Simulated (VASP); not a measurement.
Method: PBE GGA, VASP's PBE PAW potentials (set 64) (plane waves; VASP).

Input for VASP

POSCAR:
```
SnTe
6.320
  0.0000000000   0.5000000000   0.5000000000
  0.5000000000   0.0000000000   0.5000000000
  0.5000000000   0.5000000000   0.0000000000
Sn Te
1 1
Cartesian
  0.0000000000   0.0000000000   0.0000000000
  0.5000000000   0.5000000000   0.5000000000
```

**INCAR**
```
ISMEAR = 0   # Gaussian
LREAL = .False.
LCHARG = .False.
PREC = Accurate
ALGO = Normal
ISIF = 2   # forces and stress, cell fixed
ENCUT = 150   # plane-wave cut-off (eV)
SIGMA = 0.05   # width (eV)
NELM = 100
LASPH = .True.   # aspherical one-centre terms
GGA = PE
EDIFF = 1E-6
LWAVE = .False.
SYSTEM = SnTe
LMAXMIX = 4
```

**KPOINTS**
```
kpoints
0
G
 7 7 7
0 0 0
```

POTCAR, in this order: Sn_d Te (PBE.64 set). Program: vasp_std.

The run wrote:

File OUTCAR:
```
 ion  position               nearest neighbor table
   1  0.000  0.000  0.000-   2 3.16   2 3.16   2 3.16   2 3.16   2 3.16   2 3.16
   2  0.500  0.500  0.500-   1 3.16   1 3.16   1 3.16   1 3.16   1 3.16   1 3.16
  LATTYP: Found a face centered cubic cell.
 ALAT       =     6.3200000000
 Subroutine PRICEL returns:
 Original cell was already a primitive cell.
 Subroutine GETGRP returns: Found 48 space group operations
The static configuration has the point symmetry O_h .
The dynamic configuration has the point symmetry O_h .
 Subroutine INISYM returns: Found 48 space group operations
 Subroutine IBZKPT returns following result:
 Found     20 irreducible k-points:

 Following reciprocal coordinates:
            Coordinates               Weight
  0.000000  0.000000  0.000000      1.000000
  0.142857  0.000000  0.000000      8.000000
  0.285714  0.000000  0.000000      8.000000
  0.428571  0.000000  0.000000      8.000000
  0.142857  0.142857  0.000000      6.000000
  0.285714  0.142857  0.000000     24.000000
  0.428571  0.142857  0.000000     24.000000
 -0.428571  0.142857  0.000000     24.000000
 -0.285714  0.142857  0.000000     24.000000
 -0.142857  0.142857  0.000000     12.000000
  0.285714  0.285714  0.000000      6.000000
  0.428571  0.285714  0.000000     24.000000
 -0.428571  0.285714  0.000000     24.000000
 -0.285714  0.285714  0.000000     12.000000
  0.428571  0.428571  0.000000      6.000000
 -0.428571  0.428571  0.000000     12.000000
  0.428571  0.285714  0.142857     24.000000
 -0.428571  0.285714  0.142857     48.000000
 -0.428571  0.428571  0.142857     24.000000
 -0.285714  0.428571  0.142857     24.000000
   k-points           NKPTS =     20   k-points in BZ     NKDIM =     20   number of bands    NBANDS=     14
   number of dos      NEDOS =    301   number of ions     NIONS =      2
   total plane-waves  NPLWV =   5832
   dimension x,y,z NGX =    18 NGY =   18 NGZ =   18
   dimension x,y,z NGXF=    36 NGYF=   36 NGZF=   36
   ions per type =               1   1
   PREC   = accura    normal or accurate (medium, high low for compatibility)
   ISTART =      0    job   : 0-new  1-cont  2-samecut
   ICHARG =      2    charge: 1-file 2-atom 10-const
   ISPIN  =      1    spin polarized calculation?
   LNONCOLLINEAR =      F non collinear calculations
   LSORBIT =      F    spin-orbit coupling
   INIWAV =      1    electr: 0-lowe 1-rand  2-diag
   ENCUT  =  150.0 eV  11.02 Ry    3.32 a.u.   4.46  4.46  4.46*2*pi/ulx,y,z
   NELM   =    100;   NELMIN=  2; NELMDL= -5     # of ELM steps
   EDIFF  = 0.1E-05   stopping-criterion for ELM
   LREAL  =      F    real-space projection
   NLSPLINE    = F    spline interpolate recip. space projectors
   LMAXMIX     =    4 max onsite mixed and CHGCAR
   VOSKOWN=      0    Vosko Wilk Nusair interpolation
   EDIFFG = 0.1E-04   stopping-criterion for IOM
   NSW    =      0    number of steps for IOM
   NBLOCK =      1;   KBLOCK =      1    inner block; outer block
   IBRION =     -1    ionic relax: 0-MD 1-quasi-New 2-CG
   NFREE  =      0    steps in history (QN), initial steepest desc. (CG)
   ISIF   =      2    stress and relaxation
   ISYM   =      2    0-nonsym 1-usesym 2-fastsym
   TEIN   =    0.0    initial temperature
   TEBEG  =    0.0;   TEEND  =   0.0 temperature during run
   SMASS  =  -3.00    Nose mass-parameter (am)
   PSTRESS=    0.0 pullay stress
   NELECT =      20.0000    total number of electrons
   EFERMI =   0.00;   METHOD = LEGACY
   ISMEAR =     0;   SIGMA  =   0.05  broadening in eV -4-tet -1-fermi 0-gaus
   IALGO  =     38    algorithm
   LDIAG  =      T    sub-space diagonalisation (order eigenvalues)
   IMIX   =      4    mixing-type and parameters
     AMIX     =   0.40;   BMIX     =  1.00
     AMIX_MAG =   1.60;   BMIX_MAG =  1.00
...
```

**OSZICAR**
```
       N       E                     dE             d eps       ncg     rms          rms(c)
DAV:   1     0.618441369029E+02    0.61844E+02   -0.58477E+03   620   0.564E+02
DAV:   2    -0.256238235032E+01   -0.64407E+02   -0.63531E+02   734   0.176E+02
DAV:   3    -0.410917927222E+01   -0.15468E+01   -0.15459E+01   590   0.312E+01
DAV:   4    -0.411818155173E+01   -0.90023E-02   -0.90022E-02   692   0.234E+00
DAV:   5    -0.411828355792E+01   -0.10201E-03   -0.10201E-03   602   0.218E-01    0.684E+00
DAV:   6    -0.375944592109E+01    0.35884E+00   -0.75862E-01   602   0.855E+00    0.396E+00
DAV:   7    -0.372618868311E+01    0.33257E-01   -0.29246E-01   644   0.514E+00    0.135E+00
DAV:   8    -0.372801868515E+01   -0.18300E-02   -0.14093E-02   566   0.643E-01    0.326E-01
DAV:   9    -0.372809263921E+01   -0.73954E-04   -0.10988E-03   608   0.250E-01    0.113E-01
DAV:  10    -0.372817317688E+01   -0.80538E-04   -0.14095E-04   608   0.104E-01    0.203E-02
DAV:  11    -0.372817550103E+01   -0.23242E-05   -0.72326E-06   638   0.195E-02    0.122E-02
DAV:  12    -0.372817477018E+01    0.73085E-06   -0.34984E-06   576   0.148E-02
   1 F= -.37281748E+01 E0= -.37281748E+01  d E =-.139389E-15
```

OUTCAR:
```
------------------------ aborting loop because EDIFF is reached ----------------------------------------
  FORCE on cell =-STRESS in cart. coord.  units (eV):
  Direction    XX          YY          ZZ          XY          YZ          ZX
  --------------------------------------------------------------------------------------
  Total      -40.3802486    -40.3802486    -40.3802486      0.0000000     -0.0000000      0.0000000
  in kB    -1025.1521513  -1025.1521513  -1025.1521513      0.0000000     -0.0000000      0.0000000
  external PRESSURE =   -1025.1521513 kB  Pullay stress =       0.0000000 kB
  volume of cell :       63.11
      direct lattice vectors                 reciprocal lattice vectors
     0.000000000  3.160000000  3.160000000    -0.158227848  0.158227848  0.158227848
     3.160000000  0.000000000  3.160000000     0.158227848 -0.158227848  0.158227848
     3.160000000  3.160000000  0.000000000     0.158227848  0.158227848 -0.158227848
 POSITION                                       TOTAL-FORCE (eV/Angst)
 -----------------------------------------------------------------------------------
      0.00000      0.00000      0.00000         0.000000      0.000000     -0.000000
      3.16000      3.16000      3.16000        -0.000000     -0.000000      0.000000
 -----------------------------------------------------------------------------------
    total drift:                               -0.000000      0.000000      0.000000
  FREE ENERGIE OF THE ION-ELECTRON SYSTEM (eV)
  ---------------------------------------------------
  free  energy   TOTEN  =        -3.7281747702 eV

  energy  without entropy=       -3.7281747702  energy(sigma->0) =       -3.72817477
```
(Selected blocks of OUTCAR.)

At this cut-off the stress carries a Pulay error, which pulls relaxed volumes low.

The compound is SnTe in the rock salt structure, which distorts at low temperature. The cell was not relaxed at this level. The run is one of a series of settings (ENCUT = 150 against the base run), some of them coarse on purpose.
